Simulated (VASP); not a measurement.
Wanted: the native input for a VASP 6.6.1 run.

| Quantity | Value |
| --- | --- |
| Task | single point |
| Functional | PBE |
| Potentials or basis | VASP PAW PBE potentials, release 64 (W_sv, Cu) |
| Cutoff | 520 eV |
| k mesh | 6 × 6 × 6 |
| Occupations | methfessel-paxton, width 0.025 eV |
| Spin | no spin polarisation |
| Dipole correction | no |
| Further INCAR settings | ALGO = Fast; EDIFF = 1e-06; NBANDS = 20 |

The structure of CuW lies in POSCAR:

```
CuW
1.0
    3.0363195171      0.0000000000      0.0000000000
    0.0000000000      3.0363195171      0.0000000000
    0.0000000000      0.0000000000      3.0363195171
W Cu
1 1
Direct
    0.0000000000      0.0000000000      0.0000000000
    0.5000000000      0.5000000000      0.5000000000
```

The cell was built by a generator and needn't be a form met in nature.

One way to write it, as run:

INCAR

```
SYSTEM = CuW
PREC = Accurate
ENCUT = 520
EDIFF = 1E-6
ISMEAR = 1
SIGMA = 0.025
LREAL = .False.
LASPH = .True.
NELM = 80
ALGO = Fast
ISIF = 2
LWAVE = .False.
LCHARG = .False.
GGA = PE
NBANDS = 20
```

KPOINTS

```
regular mesh
0
Gamma
  6 6 6
  0 0 0
```

Potentials or basis: VASP PAW PBE potentials, release 64 (W_sv, Cu).

The run is started by

```bash
$ cat potpaw_PBE.64/W_sv/POTCAR potpaw_PBE.64/Cu/POTCAR > POTCAR
$ mpirun -np 1 vasp_std > vasp.out
```

It gave:

| Item | Value |
| --- | --- |
| Pressure | 0.5 GPa |
| Band gap on the k mesh | none (metal or under the smearing width) |

It used 7.7 s of CPU time on 1 thread of Intel(R) Xeon(R) Platinum 8488C (Sapphire Rapids), on a shared host, which was overloaded at the time.
